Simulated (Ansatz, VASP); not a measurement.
## PtS2: VASP beside Ansatz

Aim: how closely do two programs agree when they are given the same cell, functional and k mesh? The cell is taken from a series of runs on this material, whose earlier steps may have relaxed, scaled, displaced or heated it; both programs get it as it stands.

Program: Ansatz 0.2.0. Level of theory: plane waves, with VASP 6.6.1 beside it; PBE with D3(BJ). Results are calculated unless marked as measured.

## Step 1: Set-up

It takes space group P-3m1 (No. 164, trigonal). The conventional cell has a = 3.568 Å, b = 3.568 Å, c = 4.422 Å, α = 90.00°, β = 90.00°, γ = 120.00°. S has 3 Pt at 2.38 Å nearest. Nearest to Pt lie 6 S at 2.38 Å. Farther neighbours and most contacts between anions are not listed.

## Step 2: Ansatz: zone-centre phonons, PBE with D3(BJ)

Ansatz runs on its PAW soft_1 files.

Second derivatives magnify differences that forces hide, and they need a tight electronic threshold.

Input file input.yaml:

```yaml
crystal:
  lattice:
    - [3.5678707065, 0.0, 0.0]
    - [-1.7839353533, 3.0898666693, 0.0]
    - [0.0, 0.0, 4.4215440593]
  atoms:
    - { symbol: S, position: [0.3333333333, 0.6666666667, 0.2712491583] }
    - { symbol: S, position: [0.6666666667, 0.3333333333, 0.7287508417] }
    - { symbol: Pt, position: [0.0, 0.0, 0.0] }
kpoints:
  mp_grid: { grid: [12, 12, 8] }
hamiltonian:
  xc: pbe
  dispersion: d3bj
  pseudopotentials: { kind: paw, azcp: { folder: soft_1 } }
scf:
  occupations: { method: gaussian, width: 0.01 }
output:
  eigenvalues: true
phonons:
  method: dfpt
```

Command:

```
> ansatz run input.yaml --threads 4 --pin off --max-ram 10240MiB --backend cpu --events-out ev --progress --plain --runs-dir out
```

Numbers of over 12 decimals in the logs are rounded to 6 here.

The program printed:

```text
Engine: ansatz 0.2.0, x86_64-unknown-linux-gnu
Pseudopotentials: kind: paw
Pseudopotential: S, paw, valence charge 6, recommended cutoff 420 eV (normal), soft_1/S.paw.azcp
Pseudopotential: Pt, paw, valence charge 18, recommended cutoff 420 eV (normal), soft_1/Pt.paw.azcp
Functional definition: PBE
  parameter kappa = 0.804
  parameter beta = 0.066725
  exchange = pbe_x(kappa = kappa, mu = beta*pi^2/3)
  correlation = pbe_c(beta = beta)
Crystal: 3 atoms, lattice volume = 48.744 Å³
Basis set: ecut = 420 eV, 933 PW (Γ), exchange–correlation on 48×48×60 points (8 copies of the dense FFT grid, shifted against one another)
Bands: 19, of which v1, the nominal top of the filled ones, is band 15 counted from 1 (14 counted from 0)
Symmetry: 12 space group operations
k-points: 320 of 1152 (irreducible under 2 space group operations, time reversal used)
Non-local potential: S, projectors of the file, l = 0: 2, l = 1: 2, l = 2: 1
Non-local potential: Pt, projectors of the file, l = 0: 3, l = 1: 2, l = 2: 2, l = 3: 1
PAW form: soft (Blöchl's): semilocal exchange-correlation on the pseudo side does not see the compensation charge
PAW one-centre angular grid: S, 110 points (default); XC on 64 Gauss nodes
PAW one-centre angular grid: Pt, 590 points (default); XC on 64 Gauss nodes
Initial density: superposition of atomic densities (chi_scale 0.1, normalization cell, long waves kept (reshape's long-wave potential 0.00 eV rms))
Initial wavefunctions: pseudopotential atomic-orbital guess
Functional: x = pbe(κ = 0.804, μ = 0.219515), c = pbe(β = 0.066725)
SCF iter   1: F=—  HF=-14331.609985 eV  |F-HF|=—  |Δ(HF+E_count)|=         —  Δρ=7.91e-2  dr2=2.65e0  ethr=3.10e-3  ⟨swp⟩=6.3  Hψ=33680  notcnv=0
preconditioner: auto → Resta (q_TF=auto, 2.516 Å⁻¹)  ε∞=7.5  [insulator: Δε(μ)=0.286 eV  Ē_g=9.792 eV  σ=0.010 eV  W_gap=1.00  n_scr=20 (ndim 8)  ℏωp=24.9 eV  f_vac=0.000  D(μ)=0.00/eV (n_scr^D=0)  ε∞_Penn≈7.5]
SCF iter   2: F=—  HF=-14331.212846 eV  |F-HF|=—  |Δ(HF+E_count)|=   3.97e-1  Δρ=3.76e-2  dr2=5.42e-1  ethr=3.10e-3  ⟨swp⟩=2.3  Hψ=10526  notcnv=0
SCF iter   3: F=—  HF=-14331.127895 eV  |F-HF|=—  |Δ(HF+E_count)|=   8.50e-2  Δρ=5.12e-3  dr2=7.05e-3  ethr=1.81e-3  ⟨swp⟩=2.5  Hψ=9475  notcnv=0
SCF iter   4: F=—  HF=-14331.129218 eV  |F-HF|=—  |Δ(HF+E_count)|=   1.32e-3  Δρ=7.35e-4  dr2=2.17e-4  ethr=2.35e-5  ⟨swp⟩=2.5  Hψ=13988  notcnv=0  defer=1
SCF iter   5: F=—  HF=-14331.129353 eV  |F-HF|=—  |Δ(HF+E_count)|=   1.35e-4  Δρ=2.17e-4  dr2=2.78e-5  ethr=7.22e-7  ⟨swp⟩=2.4  Hψ=11127  notcnv=0  defer=1
SCF iter   6: F=—  HF=-14331.129370 eV  |F-HF|=—  |Δ(HF+E_count)|=   1.70e-5  Δρ=4.81e-5  dr2=8.91e-7  ethr=9.27e-8  ⟨swp⟩=2.0  Hψ=9344  notcnv=0  defer=1
SCF iter   7: F=—  HF=-14331.129374 eV  |F-HF|=—  |Δ(HF+E_count)|=   3.90e-6  Δρ=7.57e-6  dr2=2.73e-8  ethr=2.97e-9  ⟨swp⟩=2.0  Hψ=9598  notcnv=0  defer=1
SCF iter   8: F=—  HF=-14331.129374 eV  |F-HF|=—  |Δ(HF+E_count)|=   2.60e-8  Δρ=1.59e-6  dr2=1.45e-9  ethr=9.09e-11  ⟨swp⟩=2.1  Hψ=9434  notcnv=0  defer=1
SCF iter   9: F=—  HF=-14331.129374 eV  |F-HF|=—  |Δ(HF+E_count)|=   1.12e-9  Δρ=3.79e-7  dr2=1.05e-10  ethr=4.83e-12  ⟨swp⟩=2.1  Hψ=9395  notcnv=0  defer=1
SCF iter  10: F=-14331.129374 eV  HF=-14331.129374 eV  |F-HF|=1.82e-12  |Δ(HF+E_count)|=  9.82e-11  Δρ=8.18e-8  dr2=3.70e-12  ethr=1.00e-12  ⟨swp⟩=7.0  Hψ=30680  notcnv=0
SCF 1 converged in 10 iterations: F = -14331.129374 eV  dr2 = 3.70e-12
  greatest PAW one-centre occupation: 1.000 electrons in one spin orbital (limit 2), on the Pt atom at site 2 (counted from 0), in its partial waves of l = 0
DFPT response loops at Γ: preconditioner auto → Kerker (q_TF=auto, 2.516 Å⁻¹) (partly filled bands, converged f_vac=0.000); β = 1.00, the filter's whole step (`scf.mixing.beta` (0.50) is not read by the response loops under this deck's `scf.mixing.preconditioner`; to damp them name `kerker` or `kerker_dos`, under which they read `scf.mixing.beta`, and type it under 1.00, their step now; both keys bind the ground state too); Broyden in place of MSR1
SCF converged after 10 iterations
Free energy (F): -14331.129374 eV
Harris-Foulkes:  -14331.129374 eV  (|F-HF|=1.82e-12)
Internal energy: -14331.129338 eV  (E = F + TS)
E sigma→0 (E₀):  -14331.129356 eV
Entropy (-TS):   -0.000036 eV (-0.012 meV/atom)
Fermi energy:    13.594873 eV
--- Per-component energies (eV) ---
  E_band       = -256.229913
  E_kinetic    = 808.969664
  E_local      = -2581.165279  (includes V_loc(G=0)·N_el)
  E_nonlocal   = 272.349586
  E_hartree    = 1009.302736
  E_xc         = -411.024939
  E_vxc        = -438.181535  (∫ρ·V_xc dr)
  E_paw        = -10700.664002  (= ΣΔE_a)
  E_vpaw       = -336.808909  (= ΣTr[D̂ρ^β])
  E_aug_tail   = 0.001126  (compensation charges beyond the density's cutoff)
  E_ewald      = -2727.451866
  E_disp       = -1.446364  (pairwise vdW)
  E_smearing   = -0.000036  (= −TS)
  E_closure    = 0.000000  (closes the sum)
  Σ components = -14331.129374   (vs F -14331.129374, Δ=0.00e0)
--- Band table (eV; the first three rows and the last of 320) ---
  k-point 0: bands = [... 11 lower, 11.0815, 11.9787, 11.9787, 13.9483, 14.4379, 14.4379, 16.7806, 18.8080]
  k-point 1: bands = [... 11 lower, 11.0474, 11.8336, 11.8336, 13.5937, 14.6680, 14.6680, 17.0113, 19.1526]
  k-point 2: bands = [... 11 lower, 10.9033, 11.5318, 11.5318, 12.8485, 15.2079, 15.2079, 17.6621, 19.8826]
  k-point 319: bands = [... 11 lower, 9.9734, 10.2430, 10.6448, 11.2826, 15.2300, 15.6745, 19.8959, 19.9242]
--- Phonons (Γ-DFPT): 4 representative perturbations + reference, on 320 of 1152 k-points (Σ response iterations 12) ---
  k mesh reduced under 2 symmetry operations, with k and −k counted as one. Each operation leaves every solved perturbation unchanged. A smaller set is not used because it would not reduce the number of displacements times k-points to solve
  ASR residual: 5.251e-5 → 0.000e0 eV/Å²; symmetrization residual: 4.283e-6 eV/Å²
  pairwise dispersion correction: d3bj (s6 = 1.0, s8 = 0.7875, a1 = 0.4289, a2_bohr = 4.4407), with the weights of each atom's references fixed at the reference crystal's, and the forces and stress that the weights' published response gives there kept as a pressure on the atom's counted neighbours (hamiltonian.dispersion)
  ASR residual per site (eV/Å²): 1.35e-5 1.35e-5 5.25e-5
  Γ frequencies (cm⁻¹): 0.00 0.00 0.00 293.42 293.42 313.71 313.71 325.15 346.88
  non-analytic LO–TO correction: not included (Born effective charges unavailable; polar crystals: no LO–TO splitting at Γ)
```

In the SCF lines HF is the Harris–Foulkes energy and dr2 the Hartree energy of the density residual, in eV; the loop may stop once dr2 is under the threshold and the program's other checks hold. Hψ counts applications of the Hamiltonian.

(Continued in part 2 of 2.)

[Lines on the potential files, build, host, timing and source positions are cut from VASP's logs without a mark.]

[Logs are printed without paths, hosts, clocks, repeated set-up lines and the standing remarks that a program may print on its own settings, such as how far it seeks lower states.]

[Hosts, paths, dates, database ids (printed as entryN), source tags and the programs' standing remarks are cut or masked in the printed files.]
